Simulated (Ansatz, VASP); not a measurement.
# Cross-check of TcSn between VASP and Ansatz, part 2 of 2

One calculation is typed for both programs; each brings its own data sets. How far apart do they land? The cell is generated by rule, not measured, and may not be a known phase. The cell is taken from a series of runs on this material, whose earlier steps may have relaxed, scaled, displaced or heated it; both programs get it as it stands.

VASP 6.6.1 and Ansatz 0.2.0.

So far: The structure; VASP: zone-centre phonons, PBEsol.

The structure was built from a prototype and need not be the compound's stable phase.

## (3) Ansatz: zone-centre phonons, PBEsol

Level of this step: Ansatz beside VASP: Kohn-Sham DFT, plane waves, PBEsol (Ansatz).

Ansatz runs on its default PAW (the set named soft_2) files.

The same cell, functional, mesh and smearing now go to Ansatz, which takes its cutoff from its data sets.

Contents of input.yaml:

```yaml
crystal:
  lattice:
    - [3.2213741624, 0.0, 0.0]
    - [0.0, 3.2213741624, 0.0]
    - [0.0, 0.0, 3.2213741624]
  atoms:
    - { symbol: Sn, position: [0.0, 0.0, 0.0] }
    - { symbol: Tc, position: [0.5, 0.5, 0.5] }
kpoints:
  mp_grid: { grid: [12, 12, 12] }
hamiltonian:
  xc: pbesol
scf:
  occupations: { method: methfessel_paxton, width: 0.15 }
output:
  eigenvalues: true
phonons:
  method: dfpt
```

Started as:

```bash
$ ansatz run input.yaml --threads 4 --pin off --max-ram 7168MiB --backend cpu --events-out ev --progress --plain --runs-dir out
```

Numbers of over 12 decimals in the logs are rounded to 6 here.

The log of the run:

```text
Engine: ansatz 0.2.0, aarch64-unknown-linux-gnu
Pseudopotentials: kind: paw
Pseudopotential: Sn, paw, valence charge 14, recommended cutoff 420 eV (normal), Sn.paw.azcp
Pseudopotential: Tc, paw, valence charge 15, recommended cutoff 500 eV (normal), Tc.paw.azcp
Functional definition: PBEsol
  exchange = pbesol_x
  correlation = pbesol_c
Crystal: 2 atoms, lattice volume = 33.429 Å³
Basis set: ecut = 500 eV, 847 PW (Γ), exchange–correlation on 48×48×48 points (8 copies of the dense FFT grid, shifted against one another)
Bands: 19, of which v1, the nominal top of the filled ones, is band 15 counted from 1 (14 counted from 0)
Symmetry: 48 space group operations
k-points: 196 of 1728 (irreducible under 8 space group operations, time reversal used)
Non-local potential: Sn, projectors of the file, l = 0: 2, l = 1: 2, l = 2: 2, l = 3: 2
Non-local potential: Tc, projectors of the file, l = 0: 3, l = 1: 3, l = 2: 2, l = 3: 2
PAW form: soft (Blöchl's): semilocal exchange-correlation on the pseudo side does not see the compensation charge
PAW frozen core: Sn, regenerated for the run's functional, and the local potential with it (the file was generated under x = pbe(κ = 0.804, μ = 0.219515), c = pbe(β = 0.066725))
PAW frozen core: Tc, regenerated for the run's functional, and the local potential with it (the file was generated under x = pbe(κ = 0.804, μ = 0.219515), c = pbe(β = 0.066725))
PAW one-centre angular grid: Sn, 590 points (default); XC on 64 Gauss nodes
PAW one-centre angular grid: Tc, 590 points (default); XC on 64 Gauss nodes
Initial density: superposition of atomic densities (chi_scale 0.1, normalization cell, long waves kept (reshape's long-wave potential 0.00 eV rms))
Initial wavefunctions: pseudopotential atomic-orbital guess
Functional: x = pbesol(κ = 0.804, μ = 0.123457), c = pbesol(β = 0.046)
SCF iter   1: F=—  HF=-11287.744459 eV  |F-HF|=—  |Δ(HF+E_count)|=         —  Δρ=5.72e-2  dr2=2.07e0  ethr=3.10e-3  ⟨swp⟩=5.0  Hψ=17108  notcnv=0
preconditioner: auto → none  [metal: Δε(μ)=0.022 eV  Ē_g=15.314 eV  σ=0.150 eV  W_gap=0.13  n_scr=6 (ndim 8)  ℏωp=29.4 eV  f_vac=0.000  D(μ)=2.28/eV (n_scr^D=26)  sad-step TF]
SCF iter   2: F=—  HF=-11287.426822 eV  |F-HF|=—  |Δ(HF+E_count)|=   3.18e-1  S|Δr|=    0.00e0  Δρ=4.12e-2  dr2=1.08e0  ethr=3.10e-3  ⟨swp⟩=2.0  Hψ=6055  notcnv=0  defer=24
SCF iter   3: F=—  HF=-11287.163612 eV  |F-HF|=—  |Δ(HF+E_count)|=   2.63e-1  S|Δr|=    0.00e0  Δρ=5.92e-3  dr2=9.76e-3  ethr=3.10e-3  ⟨swp⟩=2.1  Hψ=5539  notcnv=0  defer=24
SCF iter   4: F=—  HF=-11287.160337 eV  |F-HF|=—  |Δ(HF+E_count)|=   3.27e-3  S|Δr|=    0.00e0  Δρ=1.15e-3  dr2=1.77e-4  ethr=3.37e-5  ⟨swp⟩=2.1  Hψ=7274  notcnv=0  defer=12
SCF iter   5: F=—  HF=-11287.160249 eV  |F-HF|=—  |Δ(HF+E_count)|=   8.74e-5  S|Δr|=    0.00e0  Δρ=1.80e-4  dr2=2.50e-6  ethr=6.09e-7  ⟨swp⟩=2.0  Hψ=5563  notcnv=0  defer=12
SCF iter   6: F=—  HF=-11287.160255 eV  |F-HF|=—  |Δ(HF+E_count)|=   5.21e-6  S|Δr|=    0.00e0  Δρ=2.67e-5  dr2=1.87e-7  ethr=8.62e-9  ⟨swp⟩=2.0  Hψ=5806  notcnv=0  defer=12
SCF iter   7: F=—  HF=-11287.160255 eV  |F-HF|=—  |Δ(HF+E_count)|=  9.82e-10  S|Δr|=    0.00e0  Δρ=2.94e-6  dr2=1.71e-9  ethr=6.45e-10  ⟨swp⟩=2.1  Hψ=6307  notcnv=0  defer=12
SCF iter   8: F=-11287.160255 eV  HF=-11287.160255 eV  |F-HF|=0.00e0  |Δ(HF+E_count)|=  2.00e-10  S|Δr|=    0.00e0  Δρ=1.67e-7  dr2=6.78e-12  ethr=1.00e-12  ⟨swp⟩=5.2  Hψ=19547  notcnv=0
the search or the solves at the SCF's close seem to have found levels that the self-consistency loop had missed (the run counts 3). By its estimate they hold under 1e-12 electrons; where the run keeps them, the occupations were computed again with them
SCF 1 converged in 8 iterations: F = -11287.160255 eV  dr2 = 6.78e-12
  greatest PAW one-centre occupation: 0.992 electrons in one spin orbital (limit 2), on the Sn atom at site 0 (counted from 0), in its partial waves of l = 2
DFPT response loops at Γ: preconditioner auto → Kerker (q_TF=auto, 2.664 Å⁻¹) (partly filled bands, converged f_vac=0.000); β = 1.00, the filter's whole step (`scf.mixing.beta` (0.50) is not read by the response loops under this deck's `scf.mixing.preconditioner`; to damp them name `kerker` or `kerker_dos`, under which they read `scf.mixing.beta`, and type it under 1.00, their step now; both keys bind the ground state too); Broyden in place of MSR1
SCF converged after 8 iterations
Stability not checked: this state was not tested for a lower state beside it, because cold or Methfessel-Paxton smearing, or corrected tetrahedra, fill the levels in a way that the test cannot read (fill_not_monotonic; see scf.lower_state_search)
Free energy (F): -11287.160255 eV
Harris-Foulkes:  -11287.160255 eV  (|F-HF|=0.00e0)
Internal energy: -11287.159851 eV  (E = F + TS)
E sigma→0 (E₀):  -11287.160154 eV
Entropy (-TS):   -0.000403 eV (-0.202 meV/atom)
Fermi energy:    18.676712 eV
--- Per-component energies (eV) ---
  E_band       = -67.095881
  E_kinetic    = 818.145687
  E_local      = -1801.635619  (includes V_loc(G=0)·N_el)
  E_nonlocal   = 258.862242
  E_hartree    = 766.631154
  E_xc         = -618.043143
  E_vxc        = -392.595582  (∫ρ·V_xc dr)
  E_paw        = -7289.117570  (= ΣΔE_a)
  E_vpaw       = -483.134880  (= ΣTr[D̂ρ^β])
  E_aug_tail   = -0.000014  (compensation charges beyond the density's cutoff)
  E_ewald      = -3422.514273
  E_core_change = 0.511684  (= ΣΔE_core)
  E_smearing   = -0.000403  (= −TS)
  E_closure    = 0.000000  (closes the sum)
  Σ components = -11287.160255   (vs F -11287.160255, Δ=0.00e0)
--- Band table (eV; the first three rows and the last of 196) ---
  k-point 0: bands = [... 11 lower, 15.9055, 19.0896, 19.0896, 19.0896, 21.8503, 21.8503, 21.8503, 28.2994]
  k-point 1: bands = [... 11 lower, 15.9238, 18.8012, 18.8012, 19.0867, 21.3424, 22.2612, 22.2612, 28.6725]
  k-point 2: bands = [... 11 lower, 15.9745, 18.2290, 18.2290, 19.0788, 20.4371, 23.2043, 23.2043, 28.8002]
  k-point 195: bands = [... 11 lower, 13.6553, 15.7563, 20.2918, 20.2918, 22.5204, 22.5204, 22.5204, 25.0730]
--- Phonons (Γ-DFPT): 2 representative perturbations + reference, on 196 of 1728 k-points (Σ response iterations 6) ---
  k mesh reduced under 8 symmetry operations, with k and −k counted as one. Each operation leaves every solved perturbation unchanged. A smaller set is not used because it would not reduce the number of displacements times k-points to solve
  ASR residual: 1.552e-4 → 0.000e0 eV/Å²; symmetrization residual: 8.603e-6 eV/Å²
  ASR residual per site (eV/Å²): 7.47e-5 1.55e-4
  Γ frequencies (cm⁻¹): 0.00 0.00 0.00 188.52 188.52 188.52
  non-analytic LO–TO correction: not included (Born effective charges unavailable; polar crystals: no LO–TO splitting at Γ)
```

The column dr2 measures how far the density is from self-consistency, as an energy; F and HF (Harris–Foulkes) agree once it is small.

## (4) Side by side

Known differences besides the potentials themselves: the data sets hold 29 valence electrons in Ansatz (on its default PAW (the set named soft_2) files) and 27 in VASP; Ansatz makes its cores anew for this functional, VASP keeps those of its PBE data sets. Total energies have different zeros and are not compared.

Both answers:

```csv
quantity,Ansatz,VASP,difference
optical mode 1 to 3 (cm⁻¹),188.5,188.7,-0.08 %
```

Modes are paired by rising frequency, not by their patterns, so a pair may set unlike modes beside each other; they are those without the splitting of longitudinal modes.

## (5) Outcome

- r.m.s. difference of the optical zone-centre modes, each program's sorted by frequency (zone-centre phonons, PBEsol): 0.14 cm⁻¹

What this shows: The r.m.s. difference of the optical zone-centre modes, each program's sorted by frequency is 0.14 cm⁻¹ (zone-centre phonons, PBEsol). The data sets hold unlike numbers of valence electrons (29 in Ansatz and 27 in VASP), so part of the differences comes from the potentials. Such differences can come from data sets, numerical settings and the points named under the comparisons, not from the functional's error against experiment.

[Lines on the potential files, build, host, timing and source positions are cut from VASP's logs without a mark.]

[Logs are printed without paths, hosts, clocks, repeated set-up lines and the standing remarks that a program may print on its own settings, such as how far it seeks lower states.]

[Hosts, paths, dates, database ids (printed as entryN), source tags and the programs' standing remarks are cut or masked in the printed files.]
